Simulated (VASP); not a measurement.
These are PBEsol GGA, VASP's PBE PAW potentials (set 64) (plane waves; VASP) values and carry that method's errors.

VASP input:

**INCAR**
```
SYSTEM = HfO2
PREC = Accurate; ENCUT = 520; LREAL = F
LASPH = T
EDIFF = 1E-6; NELM = 100; ALGO = Normal
LMAXMIX = 6
ISMEAR = 0; SIGMA = 0.05
GGA = PS
IBRION = 2; NSW = 60; ISIF = 3
EDIFFG = -0.02
LWAVE = F; LCHARG = F
```

File POSCAR:
```
HfO2
1.0
  0.0000000000   2.5110671948   2.5110671948
  2.5110671948   0.0000000000   2.5110671948
  2.5110671948   2.5110671948   0.0000000000
Hf O
1 2
Cartesian
  0.0000000000   0.0000000000   0.0000000000
  1.2555335974   1.2555335974   1.2555335974
  3.7666007922   3.7666007922   3.7666007922
```

**KPOINTS**
```
Automatic mesh
0
Gamma
7 7 7
0 0 0
```

POTCAR, in this order: Hf_pv O (PBE.64 set). Program: vasp_std.

Predict the energy per atom (σ→0), volume per atom.

```json
{
 "energy per atom (σ→0)": "-10.546 eV/atom",
 "volume_per_atom": "10.54 Å³/atom"
}
```

File OSZICAR:
```
...
   2 F= -.31636872E+02 E0= -.31636872E+02  d E =0.493791E-04
       N       E                     dE             d eps       ncg     rms          rms(c)
DAV:   1    -0.316373108390E+02   -0.43916E-03   -0.88524E-03   663   0.919E-01    0.307E-01
DAV:   2    -0.316370158082E+02    0.29503E-03   -0.13271E-03   656   0.280E-01    0.959E-02
DAV:   3    -0.316369712048E+02    0.44603E-04   -0.64355E-05   713   0.725E-02    0.641E-02
DAV:   4    -0.316369607721E+02    0.10433E-04   -0.34215E-05   754   0.505E-02    0.448E-02
DAV:   5    -0.316369600923E+02    0.67979E-06   -0.96424E-07   398   0.837E-03
   3 F= -.31636960E+02 E0= -.31636960E+02  d E =-.383088E-04
```

The structure comes from a measured HfO2 entry (Fm-3m) of the Crystallography Open Database, whose conditions weren't checked. This run relaxes it. Symmetry was kept, so distortions that lower it aren't found. The start is the result of an earlier pass.
